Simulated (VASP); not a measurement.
Output of a VASP run:

OSZICAR:
```
       N       E                     dE             d eps       ncg     rms          rms(c)
DAV:   1     0.300478127944E+02    0.30048E+02   -0.84199E+03  1920   0.127E+03
DAV:   2    -0.236242073161E+02   -0.53672E+02   -0.50515E+02  2344   0.237E+02
DAV:   3    -0.253066072223E+02   -0.16824E+01   -0.16522E+01  2564   0.321E+01
DAV:   4    -0.253216321045E+02   -0.15025E-01   -0.15015E-01  2344   0.312E+00
DAV:   5    -0.253217934704E+02   -0.16137E-03   -0.16135E-03  2516   0.261E-01    0.525E+01
DAV:   6    -0.230890214673E+02    0.22328E+01   -0.51918E+00  2280   0.149E+01    0.384E+01
DAV:   7    -0.230481452156E+02    0.40876E-01   -0.15777E+00  2400   0.872E+00    0.118E+01
DAV:   8    -0.229853470101E+02    0.62798E-01   -0.44520E-01  2288   0.470E+00    0.188E+00
DAV:   9    -0.229810718580E+02    0.42752E-02   -0.30980E-02  2276   0.138E+00    0.277E-01
DAV:  10    -0.229810367994E+02    0.35059E-04   -0.89211E-04  2376   0.254E-01    0.354E-01
DAV:  11    -0.229810380876E+02   -0.12882E-05   -0.10726E-04  2332   0.845E-02    0.170E-01
DAV:  12    -0.229810344995E+02    0.35881E-05   -0.11371E-05  2368   0.294E-02    0.269E-02
DAV:  13    -0.229810346308E+02   -0.13120E-06   -0.46737E-07  2372   0.671E-03    0.376E-03
DAV:  14    -0.229810346323E+02   -0.15009E-08   -0.97863E-09  1320   0.885E-04
   1 F= -.22981035E+02 E0= -.22981052E+02  d E =-.229810E+02
       N       E                     dE             d eps       ncg     rms          rms(c)
DAV:   1    -0.229811493966E+02   -0.11477E-03   -0.58934E-03  2052   0.670E-01    0.894E-02
DAV:   2    -0.229811040273E+02    0.45369E-04   -0.76914E-05  2368   0.784E-02    0.378E-02
DAV:   3    -0.229810844638E+02    0.19563E-04   -0.19688E-05  2368   0.354E-02    0.116E-02
DAV:   4    -0.229810832863E+02    0.11776E-05   -0.24399E-06  2556   0.128E-02    0.722E-03
DAV:   5    -0.229810832613E+02    0.25024E-07   -0.10388E-07  1580   0.261E-03
   2 F= -.22981083E+02 E0= -.22981097E+02  d E =-.486290E-04
```

### OUTCAR
```
------------------------ aborting loop because EDIFF is reached ----------------------------------------
  FORCE on cell =-STRESS in cart. coord.  units (eV):
  Direction    XX          YY          ZZ          XY          YZ          ZX
  --------------------------------------------------------------------------------------
  Total       -0.0238093     -0.0238093     -0.0120818      0.0000000      0.0000000      0.0000000
  in kB       -1.2860443     -1.2860445     -0.6525914      0.0000000      0.0000000      0.0000000
  external PRESSURE =      -1.0748934 kB  Pullay stress =       0.0000000 kB
  volume of cell :       29.66
      direct lattice vectors                 reciprocal lattice vectors
     1.568559104 -2.716824294  0.000000000     0.318763889 -0.184038401 -0.000000000
     1.568559104  2.716824294  0.000000000     0.318763889  0.184038401 -0.000000000
     0.000000000  0.000000000  3.480242747    -0.000000000  0.000000000  0.287336279
 POSITION                                       TOTAL-FORCE (eV/Angst)
 -----------------------------------------------------------------------------------
      3.13712      0.00000      0.00000        -0.000000      0.000000     -0.000000
      1.56856      0.90561      1.74012         0.000000     -0.000000     -0.000000
      1.56856     -0.90561      1.74012         0.000000      0.000000      0.000000
 -----------------------------------------------------------------------------------
    total drift:                               -0.000000     -0.000000     -0.000000
  FREE ENERGIE OF THE ION-ELECTRON SYSTEM (eV)
  ---------------------------------------------------
  free  energy   TOTEN  =       -22.9810832613 eV

  energy  without entropy=      -22.9811246092  energy(sigma->0) =      -22.98109704

 reached required accuracy - stopping structural energy minimisation
```
(Selected blocks of OUTCAR.)

File POSCAR:
```
HfB2
1
    1.5677040709    -2.7153433332     0.0000000000
    1.5677040709     2.7153433332     0.0000000000
    0.0000000000     0.0000000000     3.4840400627
Hf B
1 2
Direct
  1.0000000000   1.0000000000   0.0000000000
  0.3333330000   0.6666670000   0.5000000000
  0.6666670000   0.3333330000   0.5000000000
```

**Question.** Reconstruct the remaining input files.

**Answer.** This is not unique; one that fits is the input of the run itself, optB86b-vdW, plane waves, VASP's PBE PAW potentials (set 64).

### KPOINTS
```
kpoints
0
Gamma
  11 11 9
0 0 0
```

### INCAR
```
SYSTEM = HfB2
PREC = Accurate
ENCUT = 520
EDIFF = 1E-7
NELM = 100
ALGO = Normal
LREAL = .FALSE.
LASPH = .TRUE.
ISMEAR = 1
SIGMA = 0.1
GGA = MK
PARAM1 = 0.1234
PARAM2 = 1.0
LUSE_VDW = .TRUE.
AGGAC = 0.0
LMAXMIX = 6
LWAVE = .FALSE.
LCHARG = .FALSE.
ISIF = 4
IBRION = 2
NSW = 30
EDIFFG = -0.01
```

POTCAR, in this order: Hf_pv B (PBE.64 set). Program: vasp_std.

The compound is HfB2 in the AlB2 type structure. This run relaxes it. Symmetry was kept, so distortions that lower it aren't found.
